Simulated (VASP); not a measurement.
Input for VASP

POSCAR:
```
Si
3.9579940
  0.0000000000   0.7071067063   0.7071067063
  0.7071067063   0.0000000000   0.7071067063
  0.7071067063   0.7071067063   0.0000000000
Si
2
Direct
  0.0000000000   0.0000000000   0.0000000000
  0.2500000000   0.2500000000   0.2500000000
```

**KPOINTS**
```
K-points
0
G
  8 8 8
```

INCAR:
```
! general
SYSTEM = Si
PREC   = Accurate
ENCUT  = 520
LREAL  = F
LASPH  = T

! electronic loop
EDIFF  = 1E-7
NELM   = 100
ALGO   = Normal

! smearing
ISMEAR = 0
SIGMA  = 0.05

! functional
GGA    = RE

! ions
ISIF   = 2

! output
LWAVE  = F
LCHARG = F
```

POTCAR, in this order: Si (PBE.64 set). Program: vasp_std.

Problem. Write an equivalent input for Quantum ESPRESSO's pw.x.

Solution. One equivalent input (not run):
```
&CONTROL
  calculation = 'scf'
  pseudo_dir = './pseudo'
  outdir = './out'
  tprnfor = .true.
  tstress = .true.
/
&SYSTEM
  ibrav = 0
  nat = 2
  ntyp = 1
  ecutwfc = 36
  occupations = 'smearing'
  smearing = 'gaussian'
  degauss = 0.003675
  input_dft = 'revpbe'
/
&ELECTRONS
  conv_thr = 7.3e-09
  electron_maxstep = 100
/
ATOMIC_SPECIES
  Si 28.085 Si.upf
CELL_PARAMETERS angstrom
     0.0000000    2.7987241    2.7987241
     2.7987241    0.0000000    2.7987241
     2.7987241    2.7987241    0.0000000
ATOMIC_POSITIONS crystal
  Si   0.0000000  0.0000000  0.0000000
  Si   0.2500000  0.2500000  0.2500000
K_POINTS automatic
  8 8 8 0 0 0
```
What does not carry over: the potentials are each code's own (VASP's PAW set, PseudoDojo norm-conserving files in pw.x), so ENCUT and ecutwfc are chosen apart and not converted; conv_thr bounds pw.x's estimated SCF error, while EDIFF bounds the energy change between steps.

The compound is Si in the diamond structure. This cell is one point of a volume scan, at 1.06 of the reference volume.
